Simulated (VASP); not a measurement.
# A VASP study of ZnS (PBE + D3(BJ)): structure first, properties next, part 3 of 3

Aim: relax ZnS with PBE + D3(BJ), compute its properties on that cell and hold them against experiment. The start is a cell from a database of measured crystal structures.

VASP 6.6.1; PBE with D3(BJ); plane waves and PAW (Zn, S).

So far, gap on the k-mesh (eV): step 2 (full relaxation (PBE + D3(BJ))) 2.18; step 6 (total and projected DOS (PBE + D3(BJ))) 2.18. The relaxed cell has a = 5.375 Å (conventional setting).

The database entry behind the starting cell differs from later determinations by our own check (about 0.1 % short), so it need not match the best structure at ambient conditions.

### 7. Field gradients at the nuclei (PBE + D3(BJ))

Field gradients probe how far the charge around each nucleus departs from cubic symmetry; LASPH keeps the non-spherical terms inside the spheres.

Input file INCAR:

```
SYSTEM = ZnS
PREC = Accurate
ENCUT = 400
EDIFF = 1E-07
NELM = 100
ISMEAR = 0
SIGMA = 0.05
LREAL = .FALSE.
ALGO = Normal
GGA = PE
IVDW = 12
NBANDS = 15
LORBIT = 11
LWAVE = .FALSE.
LCHARG = .FALSE.
KPAR = 2
LEFG = .TRUE.
LASPH = .TRUE.
```

Input file POSCAR:

```
ZnS
1.0
    0.0000000000      2.6874314107      2.6874314107
    2.6874314107      0.0000000000      2.6874314107
    2.6874314107      2.6874314107      0.0000000000
Zn S
1 1
Direct
    0.2500000000      0.2500000000      0.2500000000
    0.0000000000      0.0000000000      0.0000000000
```

Input file KPOINTS:

```
Automatic mesh
0
Gamma
7 7 7
0 0 0
```

Potentials, in the order of the species: Zn and S (PBE family, release 64).

Command:

```console
mpirun -np 2 vasp_std
```

Output:

```text
[... set-up lines as in an earlier step ...]
 entering main loop
       N       E                     dE             d eps       ncg     rms          rms(c)
DAV:   1     0.706883452979E+02    0.70688E+02   -0.74234E+03   600   0.116E+03
DAV:   2    -0.312784031184E+01   -0.73816E+02   -0.69701E+02   698   0.230E+02
DAV:   3    -0.722481696624E+01   -0.40970E+01   -0.40836E+01   719   0.549E+01
DAV:   4    -0.726337461785E+01   -0.38558E-01   -0.38550E-01   733   0.562E+00
DAV:   5    -0.726382847249E+01   -0.45385E-03   -0.45385E-03   747   0.578E-01    0.708E+00
DAV:   6    -0.685590701110E+01    0.40792E+00   -0.78596E-01   890   0.321E+01    0.549E+00
DAV:   7    -0.683568450084E+01    0.20223E-01   -0.27479E-01   684   0.492E+00    0.281E+00
DAV:   8    -0.683503222079E+01    0.65228E-03   -0.55156E-03   715   0.914E-01    0.760E-01
DAV:   9    -0.683527070057E+01   -0.23848E-03   -0.13188E-03   719   0.297E-01    0.925E-02
DAV:  10    -0.683543518218E+01   -0.16448E-03   -0.21147E-04   671   0.122E-01    0.381E-02
DAV:  11    -0.683543102140E+01    0.41608E-05   -0.27806E-05   747   0.586E-02    0.714E-03
DAV:  12    -0.683543164017E+01   -0.61877E-06   -0.33479E-06   704   0.205E-02    0.376E-03
DAV:  13    -0.683543174487E+01   -0.10470E-06   -0.65390E-07   642   0.752E-03    0.264E-03
DAV:  14    -0.683543172899E+01    0.15884E-07   -0.43101E-08   489   0.168E-03
ion   1
     0.0000000     0.0000000    -0.0000000    -0.0000000     0.0000000     0.0000000
     0.0000468     0.0000000    -0.0000000    -0.0000000     0.0000000     0.0000000
     0.0000645     0.0000000    -0.0000000    -0.0000000     0.0000000     0.0000000
     0.0000888     0.0000000    -0.0000000    -0.0000000     0.0000000     0.0000000
     0.0001223     0.0000000    -0.0000000    -0.0000000     0.0000000     0.0000000

     0.0000000     0.0000000    -0.0000000    -0.0000000     0.0000000     0.0000000
     0.0000468     0.0000000    -0.0000000    -0.0000000     0.0000000     0.0000000
     0.0000645     0.0000000    -0.0000000    -0.0000000     0.0000000     0.0000000
     0.0000888     0.0000000    -0.0000000    -0.0000000     0.0000000     0.0000000
     0.0001223     0.0000000    -0.0000000    -0.0000000     0.0000000     0.0000000

ion   2
     0.0000000    -0.0000000     0.0000000    -0.0000000    -0.0000000     0.0000000
     0.0000369    -0.0000000     0.0000000    -0.0000000    -0.0000000     0.0000000
     0.0000508    -0.0000000     0.0000000    -0.0000000    -0.0000000     0.0000000
     0.0000700    -0.0000000     0.0000000    -0.0000000    -0.0000000     0.0000000
     0.0000964    -0.0000000     0.0000000    -0.0000000    -0.0000000     0.0000000

     0.0000000    -0.0000000     0.0000000    -0.0000000    -0.0000000     0.0000000
     0.0000369    -0.0000000     0.0000000    -0.0000000    -0.0000000     0.0000000
     0.0000508    -0.0000000     0.0000000    -0.0000000    -0.0000000     0.0000000
     0.0000700    -0.0000000     0.0000000    -0.0000000    -0.0000000     0.0000000
     0.0000964    -0.0000000     0.0000000    -0.0000000    -0.0000000     0.0000000

   1 F= -.74629235E+01 E0= -.74629235E+01  d E =-.219062E-11
```

Elapsed: 14 s, on 2 MPI ranks of AMD EPYC 7R43, shared host; peak memory 0.26 GiB; 24 s of CPU time.

OUTCAR, selected parts (step 7):

```text
   NELECT =      18.0000    total number of electrons

 E-fermi :   2.4764

 k-point     1 :       0.0000    0.0000    0.0000
  band No.  band energies     occupation
    ...
      5      -3.6240      2.00000
      6      -3.6240      2.00000
      7       2.2611      2.00000
      8       2.2611      2.00000
      9       2.2611      2.00000
     10       4.4453      0.00000
     11       8.6442      0.00000
     12       8.6442      0.00000
     13       8.6442      0.00000
     14      14.0423      0.00000
    ...

 Edisp (eV)   -0.62749

  Total      -0.00529    -0.00529    -0.00529     0.00000     0.00000     0.00000
  in kB      -0.21835    -0.21835    -0.21835     0.00000     0.00000     0.00000
  external pressure =       -0.22 kB  Pullay stress =        0.00 kB

  FREE ENERGIE OF THE ION-ELECTRON SYSTEM (eV)
  ---------------------------------------------------
  free  energy   TOTEN  =        -7.4629235484 eV

  energy  without entropy=       -7.4629235484  energy(sigma->0) =       -7.46292355

 Electric field gradients after diagonalization (V/A^2)
 (convention: |V_zz| > |V_xx| > |V_yy|)
----------------------------------------------------------------------
 ion       V_xx      V_yy      V_zz     asymmetry (V_yy - V_xx)/ V_zz
----------------------------------------------------------------------
   1       0.002     0.002    -0.004       0.000
   2       0.000     0.000    -0.000       0.000
----------------------------------------------------------------------

[... 10 parts as in an earlier step ...]

[... 8 further parts left out ...]
```

This step gave:

- SCF cycles: 14
- bands: 15
- irreducible k-points: 20
- free energy (TOTEN): -7.463 eV
- Fermi energy: 2.476 eV
- pressure: -0.02184 GPa
- gap on the k-mesh: 2.184 eV
- least direct gap on the k-mesh: 2.184 eV

Electric field gradients, by row:

```tsv
atom	Vxx (V/Å²)	Vyy (V/Å²)	Vzz (V/Å²)	asymmetry
Zn1	0.002	0.002	-0.004	-
S2	0	0	0	-
```

All gradients vanish within the noise.

The run ends at a pressure of -0.02 GPa.

### 8. Vibrations at Γ (PBE + D3(BJ))

Zone-centre modes test whether the atoms sit at a minimum within this cell. IBRION = 6 takes the force constants from differences of forces between displaced cells, so the forces must be tight.

INCAR: that of step 7 with these lines changed.

```diff
@@ -3,3 +3,3 @@
 ENCUT = 400
-EDIFF = 1E-07
+EDIFF = 1E-08
 NELM = 100
@@ -16,3 +16,6 @@
 KPAR = 2
-LEFG = .TRUE.
-LASPH = .TRUE.
+IBRION = 6
+NFREE = 2
+POTIM = 0.015
+ISIF = 2
+NSW = 1
```

POSCAR is that of step 7.

Input file KPOINTS:

```
Automatic mesh
0
Gamma
14 14 14
0 0 0
```

Command:

```console
mpirun -np 2 vasp_std
```

Output:

```text
[... set-up lines as in an earlier step ...]
 entering main loop
       N       E                     dE             d eps       ncg     rms          rms(c)
DAV:   1     0.742579234255E+02    0.74258E+02   -0.74163E+03  3120   0.120E+03
DAV:   2    -0.269542293587E+01   -0.76953E+02   -0.72746E+02  3596   0.238E+02
DAV:   3    -0.721965250070E+01   -0.45242E+01   -0.45057E+01  3855   0.581E+01
DAV:   4    -0.726374652027E+01   -0.44094E-01   -0.44084E-01  3827   0.604E+00
DAV:   5    -0.726426069788E+01   -0.51418E-03   -0.51417E-03  3925   0.616E-01    0.708E+00
DAV:   6    -0.685531035121E+01    0.40895E+00   -0.78621E-01  4673   0.321E+01    0.549E+00
DAV:   7    -0.683516952119E+01    0.20141E-01   -0.27412E-01  3568   0.493E+00    0.281E+00
DAV:   8    -0.683457181757E+01    0.59770E-03   -0.54600E-03  3847   0.919E-01    0.764E-01
DAV:   9    -0.683480678011E+01   -0.23496E-03   -0.13238E-03  3694   0.297E-01    0.927E-02
DAV:  10    -0.683496898760E+01   -0.16221E-03   -0.20686E-04  3682   0.120E-01    0.389E-02
DAV:  11    -0.683496532606E+01    0.36615E-05   -0.26875E-05  3799   0.554E-02    0.692E-03
DAV:  12    -0.683496589192E+01   -0.56586E-06   -0.32106E-06  3673   0.193E-02    0.347E-03
DAV:  13    -0.683496603381E+01   -0.14190E-06   -0.62399E-07  3484   0.711E-03    0.258E-03
DAV:  14    -0.683496601261E+01    0.21200E-07   -0.42931E-08  4002   0.164E-03    0.131E-03
DAV:  15    -0.683496600779E+01    0.48269E-08   -0.75732E-09  2778   0.215E-03
   1 F= -.74624578E+01 E0= -.74624578E+01  d E =-.989799E-18
 Found     2 degrees of freedom:
 Finite differences POTIM= 0.01500 DOF=   2
 bond charge predicted
       N       E                     dE             d eps       ncg     rms          rms(c)
DAV:   1    -0.683377489648E+01    0.11911E-02   -0.11110E+00 12847   0.782E+00    0.109E-01
DAV:   2    -0.683425349834E+01   -0.47860E-03   -0.47408E-03 15773   0.602E-01    0.510E-02
DAV:   3    -0.683425515744E+01   -0.16591E-05   -0.39568E-05 16027   0.102E-01    0.271E-02
DAV:   4    -0.683425598798E+01   -0.83054E-06   -0.56101E-06 15948   0.314E-02    0.450E-03
DAV:   5    -0.683425617250E+01   -0.18452E-06   -0.50935E-07 15563   0.622E-03    0.955E-04
DAV:   6    -0.683425619941E+01   -0.26908E-07   -0.41997E-08 16347   0.328E-03    0.439E-04
DAV:   7    -0.683425620699E+01   -0.75829E-08   -0.11031E-08 10837   0.196E-03
   2 F= -.74617497E+01 E0= -.74617497E+01  d E =-.551387E-18
[...]
3 F= -.74617493E+01 E0= -.74617493E+01  d E =-.551025E-18
[...]
4 F= -.74617578E+01 E0= -.74617578E+01  d E =-.551648E-18
 Finite differences progress:
  Degree of freedom:   2/  2
  Displacement:        1/  2
  Total:               3/  4
 bond charge predicted
       N       E                     dE             d eps       ncg     rms          rms(c)
DAV:   1    -0.683108948288E+01    0.31748E-02   -0.47331E-01 12882   0.342E+00    0.297E-01
DAV:   2    -0.683438821906E+01   -0.32987E-02   -0.34989E-02 14807   0.128E+00    0.112E-01
DAV:   3    -0.683427702379E+01    0.11120E-03   -0.32791E-04 15948   0.157E-01    0.573E-02
DAV:   4    -0.683426469712E+01    0.12327E-04   -0.12348E-04 15150   0.860E-02    0.157E-02
DAV:   5    -0.683426620563E+01   -0.15085E-05   -0.38780E-05 14590   0.490E-02    0.181E-02
DAV:   6    -0.683426470438E+01    0.15012E-05   -0.44141E-06 14877   0.170E-02    0.913E-03
DAV:   7    -0.683426484153E+01   -0.13714E-06   -0.91995E-07 15857   0.675E-03    0.325E-03
DAV:   8    -0.683426479589E+01    0.45637E-07   -0.17227E-07 15575   0.300E-03    0.270E-03
DAV:   9    -0.683426479754E+01   -0.16494E-08   -0.19215E-08 13377   0.116E-03
   5 F= -.74617583E+01 E0= -.74617583E+01  d E =-.551070E-18
 Finite differences progress:
  Degree of freedom:   2/  2
  Displacement:        2/  2
  Total:               4/  4
```

Run time: 5.7 min. Hardware: 2 MPI ranks; peak memory 0.71 GiB.

From OUTCAR (step 8):

```text
   k-points           NKPTS =    104   k-points in BZ     NKDIM =    104   number of bands    NBANDS=     15

   NELECT =      18.0000    total number of electrons

 Edisp (eV)   -0.62749

 E-fermi :   2.5501

 k-point     1 :       0.0000    0.0000    0.0000
  band No.  band energies     occupation
    ...
      5      -3.6252      2.00000
      6      -3.6252      2.00000
      7       2.2477      2.00000
      8       2.2613      2.00000
      9       2.2734      2.00000
     10       4.4447      0.00000
     11       8.6367      0.00000
     12       8.6436      0.00000
     13       8.6521      0.00000
     14      14.0414      0.00000
    ...

 Edisp (eV)   -0.62749

  Total      -0.00286    -0.00075    -0.00075     0.00000    -0.09758     0.00000
  in kB      -0.11799    -0.03088    -0.03088     0.00000    -4.02733     0.00000
  external pressure =       -0.06 kB  Pullay stress =        0.00 kB

 POSITION                                       TOTAL-FORCE (eV/Angst)
 -----------------------------------------------------------------------------------
      1.34372      1.34372      1.34372        -0.093331      0.000000      0.000000
     -0.01500      0.00000      0.00000         0.093331     -0.000000     -0.000000
 -----------------------------------------------------------------------------------
    total drift:                                0.000029     -0.000001     -0.000001

  FREE ENERGIE OF THE ION-ELECTRON SYSTEM (eV)
  ---------------------------------------------------
  free  energy   TOTEN  =        -7.4617583106 eV

  energy  without entropy=       -7.4617583106  energy(sigma->0) =       -7.46175831

 Eigenvectors and eigenvalues of the dynamical matrix
 ----------------------------------------------------

   1 f  =    8.416305 THz    52.881207 2PiTHz  280.737733 cm-1    34.807027 meV
             X         Y         Z           dx          dy          dz
      1.343716  1.343716  1.343716     0.008507   -0.091536   -0.567471
      0.000000  0.000000  0.000000    -0.012108    0.130289    0.807715

   2 f  =    8.416305 THz    52.881207 2PiTHz  280.737733 cm-1    34.807027 meV
             X         Y         Z           dx          dy          dz
      1.343716  1.343716  1.343716    -0.469671   -0.328292    0.045915
      0.000000  0.000000  0.000000     0.668510    0.467278   -0.065353

   3 f  =    8.416305 THz    52.881207 2PiTHz  280.737733 cm-1    34.807027 meV
             X         Y         Z           dx          dy          dz
      1.343716  1.343716  1.343716    -0.331378    0.462947   -0.079644
      0.000000  0.000000  0.000000     0.471670   -0.658940    0.113361

   4 f/i=    0.012927 THz     0.081225 2PiTHz    0.431209 cm-1     0.053463 meV
             X         Y         Z           dx          dy          dz
      1.343716  1.343716  1.343716    -0.669358   -0.316811    0.348017
      0.000000  0.000000  0.000000    -0.470267   -0.222580    0.244504

   5 f/i=    0.012927 THz     0.081225 2PiTHz    0.431209 cm-1     0.053463 meV
             X         Y         Z           dx          dy          dz
      1.343716  1.343716  1.343716     0.377457    0.000001    0.725983
      0.000000  0.000000  0.000000     0.265188    0.000000    0.510049

   6 f/i=    0.012927 THz     0.081225 2PiTHz    0.431209 cm-1     0.053463 meV
             X         Y         Z           dx          dy          dz
      1.343716  1.343716  1.343716     0.281088   -0.754424   -0.146145
      0.000000  0.000000  0.000000     0.197483   -0.530031   -0.102676

 ELASTIC MODULI CONTR FROM IONIC RELAXATION (kBar)
 Direction    XX          YY          ZZ          XY          YZ          ZX
 --------------------------------------------------------------------------------
 XX          -0.0000     -0.0000     -0.0000     -0.0000     -0.0000      0.0000
 YY          -0.0000     -0.0000     -0.0000     -0.0000     -0.0000     -0.0000
 ZZ          -0.0000     -0.0000     -0.0000     -0.0000     -0.0000      0.0000
 XY          -0.0000     -0.0000     -0.0000   -279.0570      0.0000      0.0000
 YZ          -0.0000     -0.0000     -0.0000      0.0000   -279.0570      0.0000
 ZX           0.0000     -0.0000      0.0000      0.0000      0.0000   -279.0570
 --------------------------------------------------------------------------------

[... 6 parts as in an earlier step ...]

[... 10 further parts left out ...]
```

CONTCAR:

```
ZnS
   1.00000000000000
     0.0000000000000000    2.6874314106999999    2.6874314106999999
     2.6874314106999999    0.0000000000000000    2.6874314106999999
     2.6874314106999999    2.6874314106999999    0.0000000000000000
  Zn              S
     1     1
Direct
     0.2500000000000000    0.2500000000000000    0.2500000000000000
     0.0027907688993061   -0.0027907688993061   -0.0027907688993061
```

The last energy, forces, stress and levels in OUTCAR belong to the last displaced cell, not to the cell of POSCAR.

Numbers from this step:

* irreducible k-points: 104
* pressure of the cell: -0.01203 GPa
* largest force of the cell: 0 eV/Å

Transverse limit, no LO-TO splitting. The modes at Γ (shares of kinetic energy by element, %):

```tsv
mode	frequency (cm⁻¹)	symmetry	Zn %	S %
1	-0.4	acoustic	67	33
2	-0.4	acoustic	67	33
3	-0.4	acoustic	67	33
4	280.7	T2	33	67
5	280.7	T2	33	67
6	280.7	T2	33	67
```

Displacements in mode 6 (280.7 cm⁻¹), the largest set to 1:
```
Zn1  0.01 -0.08 -0.49
S2  -0.01  0.16  1.00
```

The three acoustic modes lie within 0.4 cm⁻¹ of zero, and all others are real. By the characters of their eigenvectors the optical modes sort into (cm⁻¹) Raman active: T2 281; infrared active: T2 281.

### 9. Results

* relaxed volume: 19.41 Å³/atom
* relaxed conventional cell a, b, c: 5.375, 5.375, 5.375 Å
* space group after relaxing, within 0.02 Å: F-43m (No. 216)
* band gap: 2.18 eV, direct
* gap among the points of the DOS mesh alone, an upper bound: 2.18 eV
* largest field gradient Vzz: zero within the noise on all sites
* highest zone-centre mode: 281 cm⁻¹

**Reading.** With PBE + D3(BJ), ZnS relaxes to 19.41 Å³/atom in space group F-43m (held by the symmetry of the run) and has a direct gap of 2.18 eV. Against the listed cell the volume lies -1.6 %. Band structure (PBE + D3(BJ)): The path shows a direct gap of 2.18 eV (valence top at Γ, conduction bottom at Γ). Vibrations at Γ (PBE + D3(BJ)): The highest mode in this list at Γ, 280.7 cm⁻¹, has its largest share on S (67 % of the kinetic energy). Semilocal functionals usually underestimate gaps. Modes at Γ alone can't show that the crystal is stable at other wave vectors, and the LO-TO splitting is not included. No search among competing phases was made, and a listed structure need not be the one stable at ambient conditions. All values are for a static lattice at zero temperature.

Computed beside measured:

```
                  quantity  measured  PBE with D3(BJ)
    lattice constant a (Å)     5.411   5.375 (-0.7 %)
band gap (direct gap) (eV)      3.85  2.18 (-1.67 eV)
```

Measured values from pmc:11595366 (2024) and arxiv:0911.5022 (2009).

How well it matches: The lattice constant a is off by -0.7 %: good agreement. The band gap is off by -1.67 eV: a clear miss. Local and semilocal functionals usually give gaps below the measured ones. Zero-point and thermal motion shift the measured gap. The grades are ours: good and fair within 0.7 and 1.5 % for the lattice constant a. Zero-point motion and thermal expansion are not in the computed lattice constants.

[Lines on the potential files, build, host, timing and source positions are cut from VASP's logs without a mark.]

[Logs are printed without paths, hosts, clocks, repeated set-up lines and the standing remarks that a program may print on its own settings, such as how far it seeks lower states.]

[Hosts, paths, dates, database ids (printed as entryN), source tags and the programs' standing remarks are cut or masked in the printed files.]

[A measured line is paired with the nearest computed mode of its activity, which favours agreement.]
